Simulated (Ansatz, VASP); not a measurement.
# Cross-check of C213N2 (N-V-N) between VASP and Ansatz, part 2 of 2

One calculation is typed for both programs; each brings its own data sets. How far apart do they land? The cell is taken from a series of runs on this material, whose earlier steps may have relaxed, scaled, displaced or heated it; both programs get it as it stands.

VASP 6.6.1 and Ansatz 0.2.0.

So far: The starting structure; Ansatz: single point, PBE.

## (3) VASP: single point, PBE

Level of this step: PBE, zero-moment start; plane waves and PAW (C, N) (VASP).

The same cell, functional, mesh and smearing now go to VASP, with its own data sets.

Lines of VASP's logs that name or quote its potential files are left out, and so is its time.

INCAR reads:

```
SYSTEM = C213N2
PREC = Accurate
ENCUT = 520
EDIFF = 1E-06
NELM = 200
ISMEAR = -1
SIGMA = 0.01
LREAL = Auto
ALGO = Normal
GGA = PE
NBANDS = 581
ISPIN = 2
MAGMOM = 0 0 0 0 0 0 0 0 0 0 0 0 0 0 0 0 0 0 0 0 0 0 0 0 0 0 0 0 0 0 0 0 0 0 0 0 0 0 0 0 0 0 0 0 0 0 0 0 0 0 0 0 0 0 0 0 0 0 0 0 0 0 0 0 0 0 0 0 0 0 0 0 0 0 0 0 0 0 0 0 0 0 0 0 0 0 0 0 0 0 0 0 0 0 0 0 0 0 0 0 0 0 0 0 0 0 0 0 0 0 0 0 0 0 0 0 0 0 0 0 0 0 0 0 0 0 0 0 0 0 0 0 0 0 0 0 0 0 0 0 0 0 0 0 0 0 0 0 0 0 0 0 0 0 0 0 0 0 0 0 0 0 0 0 0 0 0 0 0 0 0 0 0 0 0 0 0 0 0 0 0 0 0 0 0 0 0 0 0 0 0 0 0 0 0 0 0 0 0 0 0 0 0 0 0 0 0 0 0 0 0 0 0 0 0
LORBIT = 11
LWAVE = .FALSE.
LCHARG = .FALSE.
ISIF = 2
NUPDOWN = 0
LASPH = .TRUE.
GGA_COMPAT = .FALSE.
```

POSCAR reads:

```
C213N2
1.0
   10.7146870143      0.0000000000      0.0000000000
    0.0000000000     10.7146870143      0.0000000000
    0.0000000000      0.0000000000     10.7146870143
C N
213 2
Direct
    0.0000164797      0.9997175190      0.9999144044
    0.9996826322      0.1659590691      0.1661535526
[... 9 atom lines left out ...]
    0.1650016433      0.1652684166      0.3326925411
[... 3 atom lines left out ...]
    0.2493082094      0.2502952982      0.4119766747
[... 10 atom lines left out ...]
    0.1650013390      0.3324975322      0.1654641134
[... 3 atom lines left out ...]
    0.2493021476      0.4117828640      0.2504940719
[... 3 atom lines left out ...]
    0.1680920102      0.3351816064      0.4981834552
    0.1680857286      0.4979810793      0.3353843570
    0.0831432109      0.4165770602      0.4167804727
[... 1 atom line left out ...]
    0.2493007173      0.4213851357      0.5830753808
    0.2492945439      0.5828714729      0.4215912307
[... 18 atom lines left out ...]
    0.1649939261      0.6678939575      0.5008696086
[... 14 atom lines left out ...]
    0.3329171065      0.1651212884      0.1653184312
[... 3 atom lines left out ...]
    0.4125334405      0.2497632178      0.2499530446
[... 3 atom lines left out ...]
    0.3339692230      0.1694798347      0.4969527419
[... 1 atom line left out ...]
    0.4988432866      0.1681663484      0.3334521389
    0.4168206406      0.0840980179      0.4161351561
    0.4165616444      0.2570037244      0.5763494970
[... 1 atom line left out ...]
    0.5847997414      0.2516969353      0.4154556466
[... 3 atom lines left out ...]
    0.5006902452      0.1692153202      0.6641365997
[... 5 atom lines left out ...]
    0.3339647803      0.4967548068      0.1696792738
    0.4988440262      0.3332638533      0.1683608121
[... 1 atom line left out ...]
    0.4168211255      0.4159424919      0.0842931669
    0.4165588991      0.5761543797      0.2572018509
    0.5848028871      0.4152704424      0.2518828029
[... 1 atom line left out ...]
    0.5102378287      0.3360578626      0.4972999837
    0.5102403559      0.4971121658      0.3362504263
    0.4125257490      0.5833977733      0.5835946281
    0.5847953101      0.4178882029      0.5816493096
    0.5847964285      0.5814641543      0.4180787661
    0.3339642442      0.3363998927      0.6638807171
[... 2 atom lines left out ...]
    0.4988378986      0.4998972358      0.6651875253
    0.4168179315      0.4172167976      0.7492576967
[... 5 atom lines left out ...]
    0.5006829547      0.6639400957      0.1694145267
[... 5 atom lines left out ...]
    0.3339590781      0.6636786923      0.3366018803
[... 1 atom line left out ...]
    0.4988368610      0.6649906423      0.5000921950
[... 1 atom line left out ...]
    0.4168149767      0.7490609006      0.4174160691
[... 3 atom lines left out ...]
    0.3329094323      0.6680371339      0.6682415351
[... 16 atom lines left out ...]
    0.6679713740      0.1665070869      0.4994937049
[... 15 atom lines left out ...]
    0.6679688180      0.4993032844      0.1667010238
[... 6 atom lines left out ...]
    0.6694743070      0.3323188150      0.3325081113
    0.6694690593      0.5008385339      0.5010308508
[... 2 atom lines left out ...]
    0.7514331074      0.4165783045      0.4167688425
[... 3 atom lines left out ...]
    0.6679697756      0.3338500627      0.6668427939
[... 15 atom lines left out ...]
    0.6679659137      0.6666514403      0.3340470963
[... 15 atom lines left out ...]
    0.3250190271      0.3254677657      0.3256658104
    0.3250193915      0.5076912635      0.5078994798
```

KPOINTS reads:

```
Automatic mesh
0
Gamma
1 1 1
0 0 0
```

PAW data sets: C and N (PBE family, release 64).

Run with:

```console
$ export OMP_NUM_THREADS=3
$ mpirun -np 1 vasp_gam
```

Log:

```text
[banner, memory and clock lines left out]
running    1 mpi-ranks, on    1 nodes
[...]
Offloading initialized ...    1 GPUs detected
[...]
LDA part: xc-table for (Slater+PW92), standard interpolation
 POSCAR, INCAR and KPOINTS ok, starting setup
[...]
entering main loop
       N       E                     dE             d eps       ncg     rms          rms(c)
DAV:   1     0.617996475518E+04    0.61800E+04   -0.52567E+05  2324   0.155E+03
DAV:   2    -0.141788958775E+04   -0.75979E+04   -0.71156E+04  3062   0.354E+02
DAV:   3    -0.200026929251E+04   -0.58238E+03   -0.57597E+03  2928   0.933E+01
DAV:   4    -0.201393593623E+04   -0.13667E+02   -0.13599E+02  2896   0.156E+01
[...]
DAV:  13    -0.194648029149E+04   -0.81237E-04   -0.10332E-04  2872   0.159E-02    0.151E-02
DAV:  14    -0.194648029279E+04   -0.13013E-05   -0.30001E-05  2848   0.730E-03    0.690E-03
DAV:  15    -0.194648029188E+04    0.91869E-06   -0.52048E-06  2464   0.289E-03
   1 F= -.19464803E+04 E0= -.19464803E+04  d E =-.607556E-13  mag=     0.0000
```

From OUTCAR (step 3):

```text
 magnetization (x)
# of ion       s       p       d       tot
------------------------------------------
    1        0.000   0.000   0.000   0.000
    2        0.000   0.000   0.000   0.000
    3       -0.000  -0.000   0.000  -0.000
    4        0.000   0.000   0.000   0.000
    5       -0.000  -0.000   0.000  -0.000
    6       -0.000  -0.000   0.000  -0.000
[...]
213        0.000   0.000   0.000   0.000
  214       -0.000   0.000   0.000   0.000
  215       -0.000   0.000   0.000   0.000
--------------------------------------------------
tot         -0.000  -0.000   0.000  -0.000
```

The run ends at a pressure of 0.37 GPa, with forces up to 0.46 eV/Å.

## (4) Comparison

Known differences besides the potentials themselves: the cutoff is 420 eV in Ansatz and 520 eV in VASP (PREC = Accurate, projectors in real space). Total energies have different zeros and are not compared.

Forces on 8 of the 215 atoms, those with the largest forces and the largest differences (eV/Å; atoms numbered as in POSCAR):

| atom | Ansatz x, y, z | VASP x, y, z |
| --- | --- | --- |
| C40 | 0.032, 0.002, -0.098 | 0.030, -0.004, -0.131 |
| C86 | 0.205, -0.102, 0.104 | 0.217, -0.105, 0.106 |
| C92 | -0.108, -0.046, 0.046 | -0.123, -0.042, 0.043 |
| C102 | 0.205, 0.104, -0.102 | 0.217, 0.107, -0.106 |
| C105 | -0.262, -0.271, 0.265 | -0.291, -0.256, 0.252 |
| C106 | -0.262, 0.265, -0.271 | -0.291, 0.251, -0.257 |
| N214 | 0.169, -0.002, -0.002 | 0.172, -0.003, -0.005 |
| N215 | 0.165, 0.001, 0.001 | 0.168, 0.005, 0.002 |

The forces differ by 5.3 meV/Å r.m.s., which is 15.0 % of the r.m.s. force of 0.035 eV/Å (both taken over all components).

## (5) What came out

| Quantity | Value |
| --- | --- |
| r.m.s. force difference (single point, PBE) | 5.3 meV/Å |

**Reading.** The r.m.s. force difference is 5.3 meV/Å (single point, PBE), within the 12 meV/Å picked in this series as the mark of a large difference. Such differences can come from data sets, numerical settings and the points named under the comparisons, not from the functional's error against experiment.

[Lines on the potential files, build, host, timing and source positions are cut from VASP's logs without a mark.]

[Logs are printed without paths, hosts, clocks, repeated set-up lines and the standing remarks that a program may print on its own settings, such as how far it seeks lower states.]

[Hosts, paths, dates, database ids (printed as entryN), source tags and the programs' standing remarks are cut or masked in the printed files.]
